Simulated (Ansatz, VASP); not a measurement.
**ZrSi2N4 (ZrSi2N4 monolayer): VASP beside Ansatz**

Aim: how closely do two programs agree when they are given the same cell, functional and k mesh? The structure shown is the start of the Ansatz relaxation below; VASP solves that cell, so the two are compared at the walk's first step.

Method: plane waves, with VASP 6.6.1 beside it; single point at PBE with D3(BJ), in Ansatz 0.2.0.

## 1. The starting structure

The cell holds 7 atoms: 4 N, 2 Si and 1 Zr. Cell: a = 2.920 Å, b = 2.920 Å, c = 45.964 Å, α = 90.0°, β = 90.0°, γ = 120.0°. Vacuum lies along c.

As a file:

```xyz
7
Lattice="2.9200 0.0000 0.0000 -1.4600 2.5288 0.0000 0.0000 0.0000 45.9642" Properties=species:S:1:pos:R:3
N     0.0000    0.0000   19.2500
N     0.0000    1.6859   21.4694
N     0.0000    1.6859   24.4947
N     0.0000    0.0000   26.7142
Si    0.0000    1.6859   19.7194
Si    0.0000    1.6859   26.2447
Zr    0.0000    0.0000   22.9821
```

## 2. Ansatz: relaxation, PBE with D3(BJ)

Ansatz runs on its default PAW (the set named soft_2) files.

The two programs are compared at the cell with which this relaxation starts, whose forces are those of its first step.

input.yaml reads:

```yaml
crystal:
  lattice:
    - [2.92, 0.0, 0.0]
    - [-1.46, 2.5287941791, 0.0]
    - [0.0, 0.0, 45.9641524286]
  atoms:
    - { symbol: "N", position: [0.0, 0.0, 0.4188046332] }
    - { symbol: Si, position: [0.3333333333, 0.6666666667, 0.4290176418] }
    - { symbol: "N", position: [0.3333333333, 0.6666666667, 0.4670907903] }
    - { symbol: Zr, position: [0.0, 0.0, 0.5] }
    - { symbol: "N", position: [0.3333333333, 0.6666666667, 0.5329092097] }
    - { symbol: Si, position: [0.3333333333, 0.6666666667, 0.5709823582] }
    - { symbol: "N", position: [0.0, 0.0, 0.5811953668] }
  periodic: [true, true, false]
kpoints:
  mp_grid: { grid: [12, 12, 1] }
hamiltonian:
  xc: pbe
  dispersion: d3bj
scf:
  occupations: { method: fermi_dirac, width: 0.05 }
  convergence: { dr2_threshold: 1.0e-09 }
relax:
  f_tol: 0.004
  max_steps: 90
  cell: {}
output:
  write_potential: true
  write_density: true
  volumetric_format: npy
```

Command:

```bash
$ ansatz run input.yaml --threads 2 --pin off --max-ram 3072MiB --backend cpu --events-out ev --progress --plain --runs-dir out
```

Numbers of over 12 decimals in the logs are rounded to 6 here.

Log:

```text
Warning: relax.cell: scf.convergence.dr2_threshold = 1e-9 eV is looser than the 2.2951074002e-10 eV advised for a relaxation that steers and ends on the stress (1e-10 eV for each atom of the cell: 7, times the square of relax.cell.stress_2d_tol = 0.05 N/m over 17.5 Å (the atoms' height at the walk's start and 5 Å past either face), 2.863e-2 GPa, over a crystal's default 0.05). What an SCF threshold leaves in a stress goes as its square root, and in the free energy as the threshold itself, and one threshold admits the most on a small cell: [figures from the program's tests cut] Set scf.convergence.dr2_threshold to 2.2951074002e-10 eV or tighter. [rest of the remark cut]
Engine: ansatz 0.2.0, aarch64-unknown-linux-gnu
Pseudopotentials: kind: paw
Pseudopotential: N, paw, valence charge 5, recommended cutoff 420 eV (normal), N.paw.azcp
Pseudopotential: Si, paw, valence charge 4, recommended cutoff 420 eV (normal), Si.paw.azcp
Pseudopotential: Zr, paw, valence charge 12, recommended cutoff 420 eV (normal), Zr.paw.azcp
Functional definition: PBE
  parameter kappa = 0.804
  parameter beta = 0.066725
  exchange = pbe_x(kappa = kappa, mu = beta*pi^2/3)
  correlation = pbe_c(beta = beta)
Crystal: 7 atoms, lattice volume = 339.403 Å³
Basis set: ecut = 420 eV, 6573 PW (Γ), exchange–correlation on 40×40×640 points (8 copies of the dense FFT grid, shifted against one another)
Bands: 27, of which v1, the nominal top of the filled ones, is band 20 counted from 1 (19 counted from 0)
Symmetry: 12 space group operations
Space group: P-6m2 (ITA 187), of the structure as read, at distance tolerance 7.0e-5 Å
k-points: 19 of 144 (time reversal used)
Non-local potential: N, projectors of the file, l = 0: 2, l = 1: 2, l = 2: 1
Non-local potential: Si, projectors of the file, l = 0: 2, l = 1: 2, l = 2: 2
Non-local potential: Zr, projectors of the file, l = 0: 3, l = 1: 2, l = 2: 2, l = 3: 2
PAW form: soft (Blöchl's): semilocal exchange-correlation on the pseudo side does not see the compensation charge
PAW one-centre angular grid: N, 110 points (default); XC on 64 Gauss nodes
PAW one-centre angular grid: Si, 110 points (default); XC on 64 Gauss nodes
PAW one-centre angular grid: Zr, 590 points (default); XC on 64 Gauss nodes
Initial density: superposition of atomic densities (neutral atoms: chi_scale 0, normalization atom), corrected by the library's trained network
Initial wavefunctions: pseudopotential atomic-orbital guess
Functional: x = pbe(κ = 0.804, μ = 0.219515), c = pbe(β = 0.066725)
SCF iter   1: F=—  HF=-6998.461379 eV  |F-HF|=—  |Δ(HF+E_count)|=         —  Δρ=5.66e-3  dr2=1.16e-1  ethr=1.77e-3  ⟨swp⟩=12.8  Hψ=4410  notcnv=0  defer=7
preconditioner: auto → LDOS  [insulator: Δε(μ)=0.227 eV  Ē_g=11.352 eV  σ=0.050 eV  W_gap=0.81  n_scr=26 (ndim 8)  ℏωp=11.4 eV  f_vac=0.759  D(μ)=0.28/eV (n_scr^D=4)  ε∞_Penn≈2.0  β→1.0]
SCF iter   2: F=—  HF=-6998.525727 eV  |F-HF|=—  |Δ(HF+E_count)|=   6.43e-2  Δρ=1.03e-2  dr2=6.05e-1  ethr=2.91e-4  ⟨swp⟩=4.8  Hψ=1478  notcnv=0  defer=33  recentre
SCF iter   3: F=—  HF=-6998.453095 eV  |F-HF|=—  |Δ(HF+E_count)|=   7.26e-2  Δρ=2.78e-3  dr2=3.14e-2  ethr=2.91e-4  ⟨swp⟩=3.9  Hψ=949  notcnv=0  defer=33
SCF iter   4: F=—  HF=-6998.452223 eV  |F-HF|=—  |Δ(HF+E_count)|=   8.72e-4  Δρ=5.28e-4  dr2=2.91e-3  ethr=7.84e-5  ⟨swp⟩=3.2  Hψ=1065  notcnv=0  defer=33
SCF iter   5: F=—  HF=-6998.452125 eV  |F-HF|=—  |Δ(HF+E_count)|=   9.79e-5  Δρ=2.25e-4  dr2=1.66e-4  ethr=7.26e-6  ⟨swp⟩=3.5  Hψ=1116  notcnv=0  defer=33
SCF iter   6: F=—  HF=-6998.452211 eV  |F-HF|=—  |Δ(HF+E_count)|=   8.57e-5  Δρ=8.60e-5  dr2=2.03e-5  ethr=4.15e-7  ⟨swp⟩=3.3  Hψ=1136  notcnv=0  defer=33
SCF iter   7: F=—  HF=-6998.452085 eV  |F-HF|=—  |Δ(HF+E_count)|=   1.25e-4  Δρ=3.25e-5  dr2=5.20e-6  ethr=5.08e-8  ⟨swp⟩=3.2  Hψ=1101  notcnv=0  defer=33
SCF iter   8: F=—  HF=-6998.452087 eV  |F-HF|=—  |Δ(HF+E_count)|=   1.77e-6  Δρ=8.52e-6  dr2=2.12e-7  ethr=1.30e-8  ⟨swp⟩=3.3  Hψ=927  notcnv=0  defer=33
SCF iter   9: F=—  HF=-6998.452143 eV  |F-HF|=—  |Δ(HF+E_count)|=   5.59e-5  Δρ=2.17e-6  dr2=1.23e-8  ethr=5.31e-10  ⟨swp⟩=3.6  Hψ=1256  notcnv=0  defer=33
SCF iter  10: F=—  HF=-6998.452143 eV  |F-HF|=—  |Δ(HF+E_count)|=   1.56e-8  Δρ=7.80e-7  dr2=1.67e-9  ethr=3.07e-11  ⟨swp⟩=3.6  Hψ=1190  notcnv=0  defer=33
SCF iter  11: F=-6998.452143 eV  HF=-6998.452143 eV  |F-HF|=1.27e-9  |Δ(HF+E_count)|=   4.44e-8  Δρ=2.43e-7  dr2=1.96e-10  ethr=2.50e-12  ⟨swp⟩=12.9  Hψ=4420  notcnv=0
[...]
SCF iter   2: F=—  HF=-6999.868045 eV  |F-HF|=—  |Δ(HF+E_count)|=   1.50e-4  Δρ=1.03e-5  dr2=5.93e-7  ethr=5.00e-9  ⟨swp⟩=2.2  Hψ=832  notcnv=0
SCF iter   3: F=—  HF=-6999.868045 eV  |F-HF|=—  |Δ(HF+E_count)|=   6.48e-8  Δρ=4.58e-6  dr2=8.60e-8  ethr=1.48e-9  ⟨swp⟩=4.1  Hψ=1167  notcnv=0
SCF iter   4: F=—  HF=-6999.868045 eV  |F-HF|=—  |Δ(HF+E_count)|=   3.76e-8  Δρ=1.80e-6  dr2=1.05e-8  ethr=2.15e-10  ⟨swp⟩=2.9  Hψ=922  notcnv=0
SCF iter   5: F=-6999.868045 eV  HF=-6999.868045 eV  |F-HF|=4.38e-10  |Δ(HF+E_count)|=   2.94e-8  Δρ=4.07e-7  dr2=4.75e-10  ethr=2.50e-12  ⟨swp⟩=11.3  Hψ=5017  notcnv=0
SCF 10 converged in 5 iterations: F = -6999.868045 eV  dr2 = 4.75e-10
relax step  10: F+E_penalty+E_count = -6999.86804515 eV  Δ(F+E_penalty+E_count) = +3.742e-5 eV  max|allowed force component| = 1.652e-5 eV/Å  Δτ_max = 0.0001 Å  P = +0.001 N/m  Ω = 365.451 Å³  energy of the carried Pulay correction = -3.992e-5 eV  fix = [c, alpha, beta]  reactions: c +0.000 N/m  (5 SCF iters, accepted)
iter 1 solved again at ethr=3.63e-7 eV; its pass at ethr=3.10e-3 eV (dr2=1.45e-4 eV) is discarded
SCF iter   1: F=—  HF=-6999.867880 eV  |F-HF|=—  |Δ(HF+E_count)|=         —  Δρ=2.52e-6  dr2=1.19e-8  ethr=3.63e-7  ⟨swp⟩=6.6  Hψ=7189  notcnv=0
eigensolver tolerance schedule: the retry pair's looser diagonalisation over-reported the residual by 12153.60 of it (diagonalisation noise at an unbounded share of the residual, at the tolerance the schedule requests for it); recorded, not acted on — ethr = c·dr2/N_el stays at c = 1.0e-1
preconditioner: auto → Resta (q_TF=auto, 1.887 Å⁻¹)  ε∞=1.9  [insulator: Δε(μ)=1.291 eV  Ē_g=11.603 eV  σ=0.050 eV  W_gap=1.00  n_scr=26 (ndim 8)  ℏωp=11.0 eV  f_vac=0.770  D(μ)=0.00/eV (n_scr^D=0)  ε∞_Penn≈1.9  vacuum switching on, ρ_ref=9.8e-3 e/Å³]
SCF iter   2: F=—  HF=-6999.868089 eV  |F-HF|=—  |Δ(HF+E_count)|=   2.09e-4  Δρ=1.59e-6  dr2=8.70e-9  ethr=2.99e-11  ⟨swp⟩=6.5  Hψ=2226  notcnv=0
SCF iter   3: F=—  HF=-6999.868089 eV  |F-HF|=—  |Δ(HF+E_count)|=   1.49e-9  Δρ=8.51e-7  dr2=1.26e-9  ethr=2.17e-11  ⟨swp⟩=2.9  Hψ=810  notcnv=0
SCF iter   4: F=-6999.868089 eV  HF=-6999.868089 eV  |F-HF|=1.27e-10  |Δ(HF+E_count)|=  6.46e-11  Δρ=6.06e-7  dr2=6.22e-10  ethr=2.50e-12  ⟨swp⟩=19.4  Hψ=5052  notcnv=0
SCF 11 converged in 4 iterations: F = -6999.868089 eV  dr2 = 6.22e-10
relax step  11: F+E_penalty+E_count = -6999.86808945 eV  Δ(F+E_penalty+E_count) = -4.430e-5 eV  max|allowed force component| = 4.895e-5 eV/Å  Δτ_max = 0.0000 Å  P = +0.001 N/m  Ω = 365.451 Å³  fix = [c, alpha, beta]  reactions: c +0.000 N/m  stress off target by 9.97e-4 N/m on what of the cell is left free  SCF on the basis re-selected at this cell (its energy is not comparable with the rows above)  (4 SCF iters)
basis re-selected at this cell: Δ(F+E_penalty+E_count) = -4.430e-5 eV, ΔP = +0.000 N/m vs the last step (what re-selecting the basis moved, of the pressure what is left beyond the Pulay correction that the steps carried, after the strain that the cell walked since its last selection, with what the two solves' SCF thresholds leave and, on support functions, any second-order correction that the steps lacked; it is no m [...]
WARN: The output density's exchange-correlation potential varies sharply where the density is thin. Do not read a vacuum level from v_tot or v_xc, or from such a field of the output density. On a cell that repeats whose density bears no net charge and no dipole along the vacuum's axis use v_es (v_loc + v_h of the components); under efield.dipole_correction with no amplitude use v_es + v_field, which holds any externa [...]
SCF converged after 4 iterations
Free energy (F): -6999.868089 eV
Harris-Foulkes:  -6999.868089 eV  (|F-HF|=1.27e-10)
Internal energy: -6999.868089 eV  (E = F + TS)
E sigma→0 (E₀):  -6999.868089 eV
Entropy (-TS):   -0.000001 eV (-0.000 meV/atom)
Fermi energy:    -5.618454 eV
--- Per-component energies (eV) ---
  E_band       = -706.261668
  E_kinetic    = 959.077721
  E_local      = -161844.064168  (includes V_loc(G=0)·N_el)
  E_nonlocal   = 306.081653
  E_hartree    = 80316.510083
  E_xc         = -518.876722
  E_vxc        = -598.734164  (∫ρ·V_xc dr)
  E_paw        = -4488.644578  (= ΣΔE_a)
  E_vpaw       = -161.642511  (= ΣTr[D̂ρ^β])
  E_aug_tail   = 0.000429  (compensation charges beyond the density's cutoff)
  E_ewald      = 78271.778794
  E_disp       = -1.731301  (pairwise vdW)
  E_smearing   = -0.000001  (= −TS)
  E_closure    = -0.000000  (closes the sum)
  Σ components = -6999.868089   (vs F -6999.868089, Δ=0.00e0)
--- Forces (eV/Å), atoms counted from 1 ---
  atom   1  N     -0.00000000    -0.00000000     0.00001117
  atom   2  Si     0.00000000     0.00000000     0.00001876
  atom   3  N     -0.00000000    -0.00000000    -0.00004895
  atom   4  Zr    -0.00000000    -0.00000000     0.00000000
  atom   5  N     -0.00000000    -0.00000000     0.00004895
  atom   6  Si     0.00000000     0.00000000    -0.00001876
  atom   7  N     -0.00000000    -0.00000000    -0.00001117
  max |Σ_I F_I| component: 4.44e-16 eV/Å
--- 2D stress c σ (N/m, compression-positive) ---
        0.000997       0.000000       0.000000
        0.000000       0.000997       0.000000
        0.000000       0.000000       0.000000
  P = ½ c Tr σ = 0.0010 N/m
--- Band table (eV; the first three rows and the last of 19) ---
  k-point 0: bands = [... 16 lower, -8.4557, -7.2998, -7.2813, -7.2813, -4.1071, -2.2309, -1.9791, -1.3085, ... 3 higher]
  k-point 1: bands = [... 16 lower, -8.3394, -7.4717, -7.3907, -7.1143, -4.0613, -2.2157, -1.9966, -1.2654, ... 3 higher]
  k-point 2: bands = [... 16 lower, -8.0209, -7.6726, -7.6694, -7.1285, -4.3550, -2.0869, -1.6614, -1.1271, ... 3 higher]
  k-point 18: bands = [... 16 lower, -8.9584, -8.6657, -6.9490, -6.1970, -4.3583, -1.5370, -0.8491, 0.4125, ... 3 higher]
  the weakly bound empty levels are not read free of the cell's end (no_gap_told)
--- Relaxed structure (8 steps of the walk, 8 accepted, 3 SCFs on fresh bases) ---
  F+E_penalty+E_count = -6999.86808945 eV   max|allowed force component| = 4.895e-5 eV/Å   (the final SCF, on the basis selected at the relaxed cell)
  cell:  # Å, volume = 365.4505 Å³
    - [3.029977, 0, 0.0]
    - [-1.514989, 2.624037, 0.0]
    - [0.0, 0.0, 45.9641524286]
  atoms:
    - { symbol: N, position: [1.0573552618554984e-17, -5.1357255561990634e-17, 0.424357] }
    - { symbol: Si, position: [0.333333, 0.666667, 0.434753] }
    - { symbol: N, position: [0.333333, 0.666667, 0.472543] }
    - { symbol: Zr, position: [1.0573552618554984e-17, -5.1357255561990634e-17, 0.500000] }
    - { symbol: N, position: [0.333333, 0.666667, 0.527457] }
    - { symbol: Si, position: [0.333333, 0.666667, 0.565247] }
    - { symbol: N, position: [1.0573552618554984e-17, -5.1357255561990634e-17, 0.575643] }
```

(Continued in part 2 of 2.)

[Lines on the potential files, build, host, timing and source positions are cut from VASP's logs without a mark.]

[Logs are printed without paths, hosts, clocks, repeated set-up lines and the standing remarks that a program may print on its own settings, such as how far it seeks lower states.]

[Hosts, paths, dates, database ids (printed as entryN), source tags and the programs' standing remarks are cut or masked in the printed files.]
